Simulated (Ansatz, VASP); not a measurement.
# Two plane-wave programs on Cs2Be

```
Cs Be
1.0
     6.54500    0.00000    0.00000
    -3.27250    5.66813    0.00000
     0.00000    0.00000    4.25448
Cs Be
2 1
Cartesian
  0.0000 3.7788 2.1272
  3.2725 1.8894 2.1272
  0.0000 0.0000 0.0000
```

Change from the starting cell: species swapped into the YHg2 type (P6/mmm, No. 191).

Alike in both runs: functional PBE; k mesh 9 × 9 × 12; occupations gaussian, width 0.1 eV; no spin polarisation.

Ansatz relaxed the structure, and its values are those at the end. VASP's run is a single point on that final structure, the one shown.

```csv
,VASP,Ansatz
version,VASP 6.6.1,Ansatz 0.2.0
potentials or method,"VASP PAW PBE potentials, release 64 (Cs_sv, Be)","scalar-relativistic, plane waves, PAW"
plane-wave cutoff (eV),520,420
valence electrons in the cell,20,20
```

|  | VASP | Ansatz | Ansatz less VASP |
| --- | --- | --- | --- |
| gap on the k mesh at the Fermi level (eV) | none | none | - |
| pressure (GPa) | 0.0 | 0.0 | -0.01 |

A gap of «none» marks a metal or a gap that the smearing closes.

The runs have no spin-orbit coupling, so splittings on Cs are missing.
